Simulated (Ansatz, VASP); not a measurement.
**PtSe2 (1T-PtSe2 3 layers, AA): VASP beside Ansatz**

Aim: how closely do two programs agree when they are given the same cell, functional and k mesh? The structure shown is the start of the Ansatz relaxation below; VASP solves that cell, so the two are compared at the walk's first step.

Method: plane waves, with VASP 6.6.1 beside it; single point at PBEsol with D3(BJ), in Ansatz 0.2.0.

### 1. Set-up

The cell holds 9 atoms: 6 Se and 3 Pt. Cell: a = 3.750 Å, b = 3.750 Å, c = 49.806 Å, α = 90.0°, β = 90.0°, γ = 120.0°. Vacuum lies along c. The height across the vacuum is the one that the program set for its solve, not the one typed.

### 2. Ansatz: relaxation, PBEsol with D3(BJ)

Ansatz runs on its default PAW (the set named soft_2) files.

The two programs are compared at the cell with which this relaxation starts, whose forces are those of its first step.

File input.yaml:

```yaml
crystal:
  lattice:
    - [3.75, 0.0, 0.0]
    - [-1.875, 3.2475952642, 0.0]
    - [0.0, 0.0, 31.0031533865]
  atoms:
    - { symbol: Se, position: [0.6666666667, 0.3333333333, 0.2902930514] }
    - { symbol: Pt, position: [0.0, 0.0, 0.3268654247] }
    - { symbol: Se, position: [0.3333333333, 0.6666666667, 0.3634377979] }
    - { symbol: Se, position: [0.6666666667, 0.3333333333, 0.4634276267] }
    - { symbol: Pt, position: [0.0, 0.0, 0.5] }
    - { symbol: Se, position: [0.3333333333, 0.6666666667, 0.5365723733] }
    - { symbol: Se, position: [0.6666666667, 0.3333333333, 0.6365622021] }
    - { symbol: Pt, position: [0.0, 0.0, 0.6731345753] }
    - { symbol: Se, position: [0.3333333333, 0.6666666667, 0.7097069486] }
  periodic: [true, true, false]
kpoints:
  mp_grid: { grid: [12, 12, 1] }
hamiltonian:
  xc: pbesol
  dispersion: d3bj
scf:
  occupations: { method: fermi_dirac, width: 0.05 }
  convergence: { dr2_threshold: 1.0e-09 }
relax:
  f_tol: 0.004
  max_steps: 90
  cell: {}
output:
  write_potential: true
  write_density: true
  volumetric_format: npy
```

On the command line:

```sh
$ ansatz run input.yaml --threads 8 --pin off --max-ram 12288MiB --backend cpu --events-out ev --progress --plain --runs-dir out
```

Numbers of over 12 decimals in the logs are rounded to 6 here.

Log:

```text
Warning: crystal.periodic: the lattice vector that does not repeat stood 0.000° off the slab's normal, 31.003 Å along it as the deck builds it. The run solves the slab on a vector along the normal, 49.806 Å long, with every atom where it was (on the deck's vector they left 18.00 Å outside them, and the widest stretch free of ions among them is 3.10 Å). A fractional position that the run reports is one of the run's ce [...]
Warning: relax.cell: scf.convergence.dr2_threshold = 1e-9 eV is looser than the 1.7008568316e-10 eV advised for a relaxation that steers and ends on the stress (1e-10 eV for each atom of the cell: 9, times the square of relax.cell.stress_2d_tol = 0.05 N/m over 23.0 Å (the atoms' height at the walk's start and 5 Å past either face), 2.174e-2 GPa, over a crystal's default 0.05). What an SCF threshold leaves in a stress goes as its square root, and in the free energy as the threshold itself, and one threshold admits the most on a small cell: [figures from the program's tests cut] Set scf.convergence.dr2_threshold to 1.7008568316e-10 eV or tighter. [rest of the remark cut]
crystal.periodic: the lattice vector that does not repeat stood 0.000° off the slab's normal, 31.003 Å along it as the deck builds it. The run solves the slab on a vector along the normal, 49.806 Å long, with every atom where it was (on the deck's vector they left 18.00 Å outside them, and the widest stretch free of ions among them is 3.10 Å). A fractional position that the run reports is one of the run's cell, which [...]
Engine: ansatz 0.2.0, aarch64-unknown-linux-gnu
Pseudopotentials: kind: paw
Pseudopotential: Se, paw, valence charge 16, recommended cutoff 420 eV (normal), Se.paw.azcp
Pseudopotential: Pt, paw, valence charge 18, recommended cutoff 420 eV (normal), Pt.paw.azcp
[...]
WARN: The output density's exchange-correlation potential varies sharply where the density is thin. Do not read a vacuum level from v_tot or v_xc, or from such a field of the output density. On a cell that repeats whose density bears no net charge and no dipole along the vacuum's axis use v_es (v_loc + v_h of the components); under efield.dipole_correction with no amplitude use v_es + v_field, which holds any externa [...]
SCF converged after 4 iterations
Free energy (F): -69703.591693 eV
Harris-Foulkes:  -69703.591693 eV  (|F-HF|=1.44e-9)
Internal energy: -69703.575532 eV  (E = F + TS)
E sigma→0 (E₀):  -69703.583613 eV
Entropy (-TS):   -0.016161 eV (-1.796 meV/atom)
Fermi energy:    -4.688024 eV
--- Per-component energies (eV) ---
  E_band       = -5587.549064
  E_kinetic    = 2628.971598
  E_local      = -1356516.987873  (includes V_loc(G=0)·N_el)
  E_nonlocal   = -2942.403379
  E_hartree    = 676159.315432
  E_xc         = -1403.888042
  E_vxc        = -1499.702391  (∫ρ·V_xc dr)
  E_paw        = -39160.925548  (= ΣΔE_a)
  E_vpaw       = 423.932269  (= ΣTr[D̂ρ^β])
  E_aug_tail   = -0.002990  (compensation charges beyond the density's cutoff)
  E_ewald      = 651528.848000
  E_disp       = -3.414377  (pairwise vdW)
  E_core_change = 6.911646  (= ΣΔE_core)
  E_smearing   = -0.016161  (= −TS)
  E_closure    = -0.000000  (closes the sum)
  Σ components = -69703.591693   (vs F -69703.591693, Δ=0.00e0)
--- Forces (eV/Å), atoms counted from 1 ---
  atom   1  Se     0.00000000     0.00000000     0.00023043
  atom   2  Pt    -0.00000000    -0.00000000    -0.00069056
  atom   3  Se    -0.00000000    -0.00000000     0.00016811
  atom   4  Se     0.00000000     0.00000000    -0.00018228
  atom   5  Pt     0.00000000    -0.00000000     0.00000000
  atom   6  Se    -0.00000000    -0.00000000     0.00018228
  atom   7  Se     0.00000000     0.00000000    -0.00016811
  atom   8  Pt     0.00000000     0.00000000     0.00069056
  atom   9  Se    -0.00000000    -0.00000000    -0.00023043
  max |Σ_I F_I| component: 1.16e-18 eV/Å
--- 2D stress c σ (N/m, compression-positive) ---
       -0.001502      -0.000000       0.000000
       -0.000000      -0.001502      -0.000000
        0.000000      -0.000000      -0.000000
  P = ½ c Tr σ = -0.0015 N/m
--- Band table (eV; the first three rows and the last of 19) ---
  k-point 0: bands = ["-104.3260", "-104.2775", "-104.2775", "-58.5401", "-58.5401", "-58.4849", "-58.4849", "-58.4849", "-58.4849", "-58.4641", "-58.4072", "-58.4072", "-53.4611", "-53.4611", "-53.4586", "-53.4586", "-53.4543", "-53.4543", "-53.4511", "-53.4511", "-53.4486", "-53.4482", "-53.4358", "-53.4358", "-53.4358", "-53.4358", "-53.4260", "-53.4260", "-53.4259", "-53.4259", "-53.4212", "-53.4212", "-53.1319", [...]
  k-point 1: bands = ["-104.3260", "-104.2775", "-104.2775", "-58.5408", "-58.5403", "-58.4856", "-58.4856", "-58.4851", "-58.4851", "-58.4641", "-58.4071", "-58.4071", "-53.4611", "-53.4610", "-53.4588", "-53.4586", "-53.4542", "-53.4541", "-53.4512", "-53.4511", "-53.4486", "-53.4482", "-53.4359", "-53.4358", "-53.4358", "-53.4358", "-53.4260", "-53.4260", "-53.4259", "-53.4259", "-53.4212", "-53.4212", "-53.1319", [...]
  k-point 2: bands = ["-104.3259", "-104.2774", "-104.2774", "-58.5427", "-58.5409", "-58.4875", "-58.4875", "-58.4856", "-58.4856", "-58.4640", "-58.4070", "-58.4070", "-53.4609", "-53.4606", "-53.4592", "-53.4587", "-53.4538", "-53.4537", "-53.4517", "-53.4512", "-53.4484", "-53.4482", "-53.4359", "-53.4359", "-53.4358", "-53.4357", "-53.4261", "-53.4260", "-53.4259", "-53.4258", "-53.4212", "-53.4212", "-53.1320", [...]
  k-point 18: bands = ["-104.3257", "-104.2772", "-104.2772", "-58.5477", "-58.5477", "-58.4925", "-58.4925", "-58.4924", "-58.4924", "-58.4634", "-58.4064", "-58.4064", "-53.4608", "-53.4599", "-53.4599", "-53.4585", "-53.4544", "-53.4520", "-53.4520", "-53.4515", "-53.4481", "-53.4481", "-53.4362", "-53.4362", "-53.4358", "-53.4358", "-53.4262", "-53.4262", "-53.4257", "-53.4257", "-53.4210", "-53.4210", "-53.1320" [...]
  the weakly bound empty levels are not read free of the cell's end (no_gap_told)
--- Relaxed structure (9 steps of the walk, 9 accepted, 1 SCFs on fresh bases) ---
  F+E_penalty+E_count = -69703.59169339 eV   max|allowed force component| = 6.906e-4 eV/Å   (the final SCF, on the basis selected at the relaxed cell)
  cell:  # Å, volume = 594.9513 Å³
    - [3.713926, 0.0, 0]
    - [-1.856963, 3.216354, 0]
    - [0, 0, 49.806307]
  atoms:
    - { symbol: Se, position: [0.666667, 0.333333, 0.191091] }
    - { symbol: Pt, position: [2.716731344269437e-17, 7.76208955505569e-18, 0.217142] }
    - { symbol: Se, position: [0.333333, 0.666667, 0.242505] }
    - { symbol: Se, position: [0.666667, 0.333333, 0.285680] }
    - { symbol: Pt, position: [0, 0, 0.311237] }
    - { symbol: Se, position: [0.333333, 0.666667, 0.336794] }
    - { symbol: Se, position: [0.666667, 0.333333, 0.379970] }
    - { symbol: Pt, position: [-2.7167313442694346e-17, -7.762089555055691e-18, 0.405333] }
    - { symbol: Se, position: [0.333333, 0.666667, 0.431384] }
```

### 3. VASP: single point, PBEsol with D3(BJ), start cell

The same cell, functional, mesh and smearing now go to VASP, with its own data sets.

Lines of VASP's logs that name or quote its potential files are left out, and so is its time.

File INCAR:

```
SYSTEM = PtSe2
PREC = Accurate
ENCUT = 400
EDIFF = 1E-06
NELM = 120
ISMEAR = -1
SIGMA = 0.05
LREAL = .FALSE.
ALGO = Normal
GGA = PS
IVDW = 12
NBANDS = 42
LASPH = .TRUE.
LORBIT = 11
LWAVE = .FALSE.
LCHARG = .FALSE.
ISIF = 2
LDIPOL = .TRUE.
IDIPOL = 3
DIPOL = 0.5 0.5 0.311
LVHAR = .TRUE.
GGA_COMPAT = .FALSE.
NELMDL = -8
KPAR = 2
```

File POSCAR:

```
PtSe2
1.0
    3.7500000000      0.0000000000      0.0000000000
   -1.8750000000      3.2475950000      0.0000000000
    0.0000000000      0.0000000000     49.8063070000
Se Pt
6 3
Direct
    0.6666667180      0.3333334360      0.1807000065
    0.3333334360      0.6666668719      0.2262307462
    0.6666667180      0.3333334360      0.2884718596
    0.3333334360      0.6666668719      0.3340025993
    0.6666667180      0.3333334360      0.3962437127
    0.3333334360      0.6666668719      0.4417744323
    0.0000000000      0.0000000000      0.2034653764
    0.0000000000      0.0000000000      0.3112372295
    0.0000000000      0.0000000000      0.4190090624
```

File KPOINTS:

```
Automatic mesh
0
Gamma
12 12 1
0 0 0
```

Potentials, in the order of the species: Se and Pt (PBE family, release 64).

On the command line:

```sh
$ mpirun -np 2 vasp_std
```

Log:

```text
[banner, memory and clock lines left out]
running    2 mpi-ranks, on    1 nodes
 distrk:  each k-point on    1 cores,    2 groups
 distr:  one band on    1 cores,    1 groups

 POSCAR found type information on POSCAR SePt
 POSCAR found :  2 types and       9 ions
|                                                                             |
|               ----> ADVICE to this user running VASP <----                  |
|                                                                             |
|     You enforced a specific xc type in the INCAR file but a different       |
|     [... a line on the potential file left out ...]
|     I HOPE YOU KNOW WHAT YOU ARE DOING!                                     |
|                                                                             |

 LDA part: xc-table for (Slater+PW92), standard interpolation
 POSCAR, INCAR and KPOINTS ok, starting setup
 FFT: planning ... GRIDC
 FFT: planning ... GRID_SOFT
 FFT: planning ... GRID
 WAVECAR not read
 entering main loop
       N       E                     dE             d eps       ncg     rms          rms(c)
DAV:   1     0.498498417847E+03    0.49850E+03   -0.20567E+04  1628   0.976E+02
DAV:   2     0.121271774661E+02   -0.48637E+03   -0.46565E+03  2318   0.213E+02
DAV:   3    -0.479109107269E+02   -0.60038E+02   -0.59019E+02  1958   0.819E+01
DAV:   4    -0.495638929146E+02   -0.16530E+01   -0.16358E+01  1984   0.149E+01
DAV:   5    -0.496050709345E+02   -0.41178E-01   -0.41039E-01  1998   0.225E+00
DAV:   6    -0.496063985592E+02   -0.13276E-02   -0.13272E-02  2102   0.407E-01
DAV:   7    -0.496064569949E+02   -0.58436E-04   -0.58431E-04  2198   0.761E-02
DAV:   8    -0.496064589208E+02   -0.19259E-05   -0.19260E-05  1862   0.126E-02    0.260E+01
DAV:   9    -0.473330093817E+02    0.22734E+01   -0.13656E+01  1732   0.250E+01    0.141E+01
DAV:  10    -0.470245186843E+02    0.30849E+00   -0.41930E+00  1684   0.146E+01    0.583E+00
DAV:  11    -0.467969618549E+02    0.22756E+00   -0.35390E-01  1744   0.448E+00    0.136E+00
DAV:  12    -0.467823834979E+02    0.14578E-01   -0.12616E-01  1888   0.209E+00    0.360E-01
DAV:  13    -0.467830884057E+02   -0.70491E-03   -0.81070E-03  1906   0.395E-01    0.392E-01
DAV:  14    -0.467831120691E+02   -0.23663E-04   -0.12225E-04  2360   0.435E-02    0.397E-01
[...]
DAV:  23    -0.467827681666E+02   -0.13603E-06   -0.53170E-05  1838   0.325E-02    0.789E-02
DAV:  24    -0.467827701179E+02   -0.19512E-05   -0.43191E-06  1690   0.128E-02    0.615E-02
DAV:  25    -0.467827664051E+02    0.37127E-05   -0.17661E-05  1740   0.146E-02    0.255E-02
DAV:  26    -0.467827677158E+02   -0.13106E-05   -0.58786E-06  1892   0.727E-03    0.864E-03
DAV:  27    -0.467827725268E+02   -0.48111E-05   -0.12420E-06  1246   0.353E-03    0.204E-03
DAV:  28    -0.467827753642E+02   -0.28374E-05   -0.12951E-06  1288   0.383E-03    0.683E-03
DAV:  29    -0.467827768775E+02   -0.15133E-05   -0.23337E-07  1174   0.201E-03    0.460E-03
DAV:  30    -0.467827777476E+02   -0.87005E-06   -0.26296E-07  1182   0.178E-03
   1 F= -.49803599E+02 E0= -.49803123E+02  d E =-.952193E-03
```

OUTCAR, selected parts (step 3):

```text
ion  position               nearest neighbor table
   1  0.667  0.333  0.181-   7 2.44   7 2.44   7 2.44
   2  0.333  0.667  0.226-   7 2.44   7 2.44   7 2.44
   3  0.667  0.333  0.288-   8 2.44   8 2.44   8 2.44
   4  0.333  0.667  0.334-   8 2.44   8 2.44   8 2.44
   5  0.667  0.333  0.396-   9 2.44   9 2.44   9 2.44
   6  0.333  0.667  0.442-   9 2.44   9 2.44   9 2.44
   7  0.000  0.000  0.203-   1 2.44   2 2.44   2 2.44   1 2.44   1 2.44   2 2.44
   8  0.000  0.000  0.311-   3 2.44   4 2.44   4 2.44   3 2.44   3 2.44   4 2.44
   9  0.000  0.000  0.419-   5 2.44   5 2.44   5 2.44   6 2.44   6 2.44   6 2.44

  LATTYP: Found a hexagonal cell.
 ALAT       =     3.7500000000
 C/A-ratio  =    13.2816818667

 Subroutine GETGRP returns: Found 12 space group operations
 (whereof  6 operations were pure point group operations)

The static configuration has the point symmetry C_3v.
 The point group associated with its full space group is D_3d.

 Found     19 irreducible k-points:

   k-points           NKPTS =     19   k-points in BZ     NKDIM =     19   number of bands    NBANDS=     42

   dimension x,y,z NGX =    24 NGY =   24 NGZ =  336
   dimension x,y,z NGXF=    48 NGYF=   48 NGZF=  672

   ENCUT  =  400.0 eV  29.40 Ry    5.42 a.u.   6.12  6.12 81.22*2*pi/ulx,y,z

   NELECT =      66.0000    total number of electrons

 k-points in reciprocal lattice and weights: Automatic mesh
   0.00000000  0.00000000  0.00000000       0.007
   0.08333333  0.00000000  0.00000000       0.042
   0.16666667  0.00000000  0.00000000       0.042
   0.25000000 -0.00000000  0.00000000       0.042
   0.33333333 -0.00000000  0.00000000       0.042
   0.41666667 -0.00000000  0.00000000       0.042
   0.50000000 -0.00000000  0.00000000       0.021
   0.08333333  0.08333333  0.00000000       0.042
   0.16666667  0.08333333  0.00000000       0.083
[...]
0.33333333  0.25000000  0.00000000       0.083
   0.33333333  0.33333333  0.00000000       0.014

 dipolmoment           0.000000      0.000000     -0.000022 electrons x Angstroem

 average (electrostatic) potential at core
       1 -60.3960       2 -60.4509       3 -60.4696       4 -60.4697       5 -60.4511
       6 -60.3962       7 -76.5570       8 -76.5853       9 -76.5573

 E-fermi :  -1.4491

 k-point     1 :       0.0000    0.0000    0.0000
  band No.  band energies     occupation
    ...
     29      -2.7174      2.00000
     30      -2.6856      2.00000
     31      -2.6856      2.00000
     32      -2.6336      2.00000
     33      -2.0832      1.99999
     34       0.7243      0.00000
     35       0.7243      0.00000
     36       0.8647      0.00000
     37       0.8647      0.00000
     38       0.9654      0.00000
    ...

 k-point     2 :       0.0833    0.0000    0.0000
  band No.  band energies     occupation
    ...
     29      -2.6973      2.00000
     30      -2.6584      2.00000
     31      -2.6437      2.00000
     32      -2.1715      2.00000
     33      -1.8725      1.99958
     34       0.1489      0.00000
     35       0.3156      0.00000
     36       0.4471      0.00000
     37       0.5687      0.00000
     38       0.7244      0.00000
    ...

 k-point     3 :       0.1667    0.0000    0.0000
  band No.  band energies     occupation
    ...
     29      -2.8245      2.00000
     30      -2.6046      2.00000
     31      -2.5777      2.00000
     32      -2.0453      1.99999
     33      -1.7027      1.98754
     34      -0.6297      0.00000
     35      -0.5630      0.00000
     36      -0.4644      0.00000
     37       0.3222      0.00000
     38       0.4987      0.00000
    ...

 Edisp (eV)   -3.02082

  Total       6.80355     6.80355     8.49728    -0.00000     0.00000     0.00000
  in kB      17.97086    17.97086    22.44467    -0.00000     0.00000     0.00000
  external pressure =       19.46 kB  Pullay stress =        0.00 kB

  energy-cutoff  :      400.00
  volume of cell :      606.57
      direct lattice vectors                 reciprocal lattice vectors
     3.750000000  0.000000000  0.000000000     0.266666667  0.153960084  0.000000000
    -1.875000000  3.247595000  0.000000000     0.000000000  0.307920169  0.000000000
     0.000000000  0.000000000 49.806307000     0.000000000  0.000000000  0.020077779

 POSITION                                       TOTAL-FORCE (eV/Angst)
 -----------------------------------------------------------------------------------
      1.87500      1.08253      9.00000        -0.000000     -0.000000     -1.686175
      0.00000      2.16506     11.26772        -0.000000     -0.000000      1.798352
      1.87500      1.08253     14.36772         0.000000     -0.000000     -1.789446
      0.00000      2.16506     16.63544        -0.000000      0.000000      1.789446
      1.87500      1.08253     19.73544         0.000000     -0.000000     -1.798352
      0.00000      2.16506     22.00315         0.000000      0.000000      1.686175
      0.00000      0.00000     10.13386        -0.000000     -0.000000      0.202679
      0.00000      0.00000     15.50158         0.000000      0.000000      0.000000
      0.00000      0.00000     20.86929         0.000000      0.000000     -0.202679
 -----------------------------------------------------------------------------------
    total drift:                               -0.000000     -0.000909     -0.002233

  FREE ENERGIE OF THE ION-ELECTRON SYSTEM (eV)
  ---------------------------------------------------
  free  energy   TOTEN  =       -49.8035988438 eV

  energy  without entropy=      -49.8026466507  energy(sigma->0) =      -49.80312275

 vacuum level on the upper side and lower side of the slab         3.370         3.370

 total charge
# of ion       s       p       d       tot
------------------------------------------
    1        1.478   2.286   0.077   3.841
    2        1.480   2.276   0.080   3.836
    3        1.480   2.276   0.080   3.836
    4        1.480   2.276   0.080   3.836
    5        1.480   2.276   0.080   3.836
    6        1.478   2.286   0.077   3.841
    7        0.717   0.814   8.082   9.613
    8        0.718   0.813   8.083   9.614
    9        0.717   0.814   8.082   9.613
--------------------------------------------------
tot         11.029  16.117  24.720  51.866

[... 3 further parts left out ...]
```

The gap is read on the k-mesh alone, so it is an upper bound where the band edges lie off the mesh. The PAW data sets were made with PBE, which is usual practice but a small mismatch for other functionals.

### 4. Differences

Known differences besides the potentials themselves: Ansatz cuts the interaction across the vacuum, VASP repeats the sheet with a dipole correction; the data sets hold 150 valence electrons in Ansatz (on its default PAW (the set named soft_2) files) and 66 in VASP; the cutoff is 420 eV in Ansatz and 400 eV in VASP; Ansatz makes its cores anew for this functional, VASP keeps those of its PBE data sets. Total energies have different zeros and are not compared.

Forces (eV/Å; atoms numbered as in POSCAR):

| atom | Ansatz x, y, z | VASP x, y, z |
| --- | --- | --- |
| Se1 | 0.000, 0.000, -1.664 | 0.000, 0.000, -1.686 |
| Se2 | 0.000, 0.000, 1.776 | 0.000, 0.000, 1.798 |
| Se3 | 0.000, 0.000, -1.768 | 0.000, 0.000, -1.789 |
| Se4 | 0.000, 0.000, 1.768 | 0.000, 0.000, 1.789 |
| Se5 | 0.000, 0.000, -1.776 | 0.000, 0.000, -1.798 |
| Se6 | 0.000, 0.000, 1.664 | 0.000, 0.000, 1.686 |
| Pt7 | 0.000, 0.000, 0.203 | 0.000, 0.000, 0.203 |
| Pt8 | 0.000, 0.000, 0.000 | 0.000, 0.000, 0.000 |
| Pt9 | 0.000, 0.000, -0.203 | 0.000, 0.000, -0.203 |

The forces differ by 10 meV/Å r.m.s., which is 1.2 % of the r.m.s. force of 0.831 eV/Å (both taken over all components). With vacuum in the cell, a pressure given here is an average over mostly empty space and none of the material.

### 5. What came out

```
r.m.s. force difference (single point, PBEsol with D3(BJ), start cell) : 1.2 % of the r.m.s. force
```

In words: The r.m.s. force difference is 1.2 % of the r.m.s. force (single point, PBEsol with D3(BJ), start cell), within the 3 % picked in this series as the mark of a large difference. The data sets hold unlike numbers of valence electrons (150 in Ansatz and 66 in VASP), so part of the differences comes from the potentials. 1 further run of this series is not shown here. Such differences can come from data sets, numerical settings and the points named under the comparisons, not from the functional's error against experiment.

[Lines on the potential files, build, host, timing and source positions are cut from VASP's logs without a mark.]

[Logs are printed without paths, hosts, clocks, repeated set-up lines and the standing remarks that a program may print on its own settings, such as how far it seeks lower states.]

[Hosts, paths, dates, database ids (printed as entryN), source tags and the programs' standing remarks are cut or masked in the printed files.]
